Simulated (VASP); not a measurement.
The system is Si3N4.

```
CELL_PARAMETERS angstrom
0.00000 3.89372 3.89372
3.89372 0.00000 3.89372
3.89372 3.89372 0.00000
ATOMIC_POSITIONS crystal
Si 0.12500 0.12500 0.62500
Si 0.12500 0.62500 0.12500
Si 0.62500 0.12500 0.12500
Si 0.12500 0.12500 0.12500
Si 0.75000 0.75000 0.75000
Si 0.50000 0.50000 0.50000
N 0.36756 0.36756 0.36756
N 0.35269 0.88244 0.88244
N 0.88244 0.88244 0.35269
N 0.88244 0.35269 0.88244
N 0.36756 0.36756 0.89731
N 0.36756 0.89731 0.36756
N 0.88244 0.88244 0.88244
N 0.89731 0.36756 0.36756
```

The cell is a database's computed one.

- Program: VASP 6.6.1
- Task: relaxation of cell and atoms
- Functional: PBEsol
- Potentials or basis: VASP PAW PBE potentials, release 64 (Si, N)
- Cutoff: 600 eV
- k mesh: 6 × 6 × 6
- Occupations: gaussian, width 0.02 eV
- Spin: no spin polarisation

At the start: pressure -4.9 GPa; volume 8.43 Å³/atom.

Problem. How do energy, volume and symmetry change on relaxing?

Solution. Over 6 steps the energy falls by 2.1 meV/atom and the volume is 8.29 Å³/atom (-1.6 %); space group Fd-3m (No. 227, to 0.05 Å).

Step by step:
```tsv
step	energy change (eV)	largest force (eV/Å)	pressure (GPa)	volume (Å³)
1	0.0000	0.0594	-4.93	118.07
2	0.0261	0.2159	7.07	113.68
3	-0.0296	0.0518	-0.06	116.20
4	-0.0296	0.0543	0.02	116.16
5	-0.0296	0.0494	0.11	116.09
6	-0.0299	0.0016	0.07	116.13
```

Final structure:
```cif
data_structure
_symmetry_space_group_name_H-M 'P 1'
_symmetry_Int_Tables_number 1
_cell_length_a 5.4762
_cell_length_b 5.4762
_cell_length_c 5.4762
_cell_angle_alpha 60.000
_cell_angle_beta 60.000
_cell_angle_gamma 60.000
_cell_volume 116.13
loop_
_atom_site_label
_atom_site_type_symbol
_atom_site_fract_x
_atom_site_fract_y
_atom_site_fract_z
_atom_site_occupancy
Si1 Si 0.12500 0.12500 0.62500 1
Si2 Si 0.12500 0.62500 0.12500 1
Si3 Si 0.62500 0.12500 0.12500 1
Si4 Si 0.12500 0.12500 0.12500 1
Si5 Si 0.75000 0.75000 0.75000 1
Si6 Si 0.50000 0.50000 0.50000 1
N1 N 0.36756 0.36756 0.36756 1
N2 N 0.35267 0.88244 0.88244 1
N3 N 0.88244 0.88244 0.35267 1
N4 N 0.88244 0.35267 0.88244 1
N5 N 0.36756 0.36756 0.89733 1
N6 N 0.36756 0.89733 0.36756 1
N7 N 0.88244 0.88244 0.88244 1
N8 N 0.89733 0.36756 0.36756 1
```

Caveat: the PAW data sets were made with another functional, which shifts forces and pressure a little.
